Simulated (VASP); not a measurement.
NiGe2O3:

```
Ni Ge O
1.0
     3.32319    0.00000    0.00000
    -1.66160    2.87797    0.00000
     0.00000    0.00000    8.24614
Ni Ge O
1 2 3
Direct
  0.00000 0.00000 0.50000
  0.33333 0.66667 0.82714
  0.66667 0.33333 0.17286
  0.33333 0.66667 0.34809
  0.66667 0.33333 0.65191
  0.00000 0.00000 0.00000
```

The cell was built by a generator and needn't be a form met in nature.

```yaml
Program: VASP 6.6.1
Task: relaxation of cell and atoms
Functional: PBE
Potentials_or_basis: VASP PAW PBE potentials, release 64 (Ni, Ge_d, O)
Cutoff: 520 eV
k_mesh: 5 × 5 × 2
Occupations: gaussian, width 0.15 eV
Spin: collinear spin, ferromagnetic start
Starting_moments: "[1.0, 0.0, 0.0, 0.0, 0.0, 0.0] μB"
```

At the start: pressure -9.4 GPa; volume 13.14 Å³/atom.

Q: Where does the relaxation end?

A: Over 14 steps the energy falls by 59.4 meV/atom and the volume is 11.98 Å³/atom (-8.9 %); space group P-3m1 (No. 164, to 0.05 Å); moment 2.00 μB per cell.

Step by step:
```tsv
step	energy change (eV)	largest force (eV/Å)	pressure (GPa)	volume (Å³)
1	0.0000	0.6380	-9.38	78.87
2	-0.2586	0.5654	2.92	70.41
3	-0.2656	0.5445	0.56	71.37
4	-0.2648	0.5531	2.32	71.11
5	-0.3174	0.4329	1.81	70.97
6	-0.3408	0.3029	1.84	70.83
7	-0.3429	0.2671	2.31	70.78
8	-0.3486	0.0198	-2.23	72.93
9	-0.3546	0.1236	0.42	71.96
10	-0.3542	0.0813	-1.57	72.25
11	-0.3546	0.1090	0.43	72.09
12	-0.3545	0.0893	-1.14	72.17
13	-0.3546	0.1104	-0.55	72.14
14	-0.3565	0.0556	0.19	71.87
```

Final structure:
```yaml
crystal:
  lattice:
    - [3.25358, 0.00000, 0.00000]
    - [-1.62679, 2.81768, 0.00000]
    - [0.00000, 0.00000, 7.83965]
  atoms:
    - { symbol: Ni, position: [0.00000, 0.00000, 0.50000] }
    - { symbol: Ge, position: [0.33333, 0.66667, 0.81654] }
    - { symbol: Ge, position: [0.66667, 0.33333, 0.18346] }
    - { symbol: O, position: [0.33333, 0.66667, 0.36204] }
    - { symbol: O, position: [0.66667, 0.33333, 0.63796] }
    - { symbol: O, position: [0.00000, 0.00000, 0.00000] }
```

Caveat: the k mesh is coarse (spacing up to 0.44 Å⁻¹), so the values aren't converged; a cell with one magnetic atom can't hold antiferromagnetic order, which such compounds often take; the relaxation stopped at a loose force limit of 0.08 eV/Å, so its end isn't a converged minimum.
